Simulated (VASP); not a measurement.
The system is Mg2PbN2.

```xyz
5
Lattice="3.6269 0.0000 0.0000 -1.8134 3.1410 0.0000 0.0000 0.0000 6.5659" Properties=species:S:1:pos:R:3 pbc="T T T"
Pb   -0.0062   -0.0206    3.2332
Mg    0.0365    2.1084    5.6189
Mg    1.8296    1.0297    0.8535
N    -0.0070    2.0666    1.2944
N     1.8079    1.0091    5.2014
```

The cell comes from a database or a generator and needn't be the stable form of this composition.

The cell isn't the ideal one: atoms moved at random, drawn with an rms of 0.05 Å.

* Program: VASP 6.6.1
* Task: relaxation of the atoms
* Functional: r2SCAN
* Potentials or basis: VASP PAW PBE potentials, release 64 (Pb_d, Mg, N)
* Cutoff: 520 eV
* k mesh: 7 × 7 × 3
* Occupations: gaussian, width 0.05 eV
* Spin: no spin polarisation

At the start: pressure -3.0 GPa; volume 14.96 Å³/atom.

Question: Where does the relaxation end?

Answer: Over 8 steps the energy falls by 3.7 meV/atom; space group P-3m1 (No. 164, to 0.05 Å).

Step by step:
```tsv
step	energy change (eV)	largest force (eV/Å)	pressure (GPa)
1	0.0000	0.5019	-3.04
2	-0.0153	0.2046	-3.11
3	-0.0179	0.0583	-3.12
4	-0.0182	0.0221	-3.11
5	-0.0182	0.0237	-3.11
6	-0.0182	0.0217	-3.11
7	-0.0182	0.0221	-3.11
8	-0.0183	0.0085	-3.11
```

Final structure:
```
Pb Mg N
1.0
     3.62686    0.00000    0.00000
    -1.81343    3.14096    0.00000
     0.00000    0.00000    6.56589
Pb Mg N
1 2 2
Direct
  0.99662 0.99426 0.49251
  0.33331 0.66142 0.85566
  0.66563 0.32732 0.13046
  0.33245 0.66061 0.19624
  0.66722 0.32818 0.79264
```

Caveat: the PAW data sets were made with another functional, which shifts forces and pressure a little.
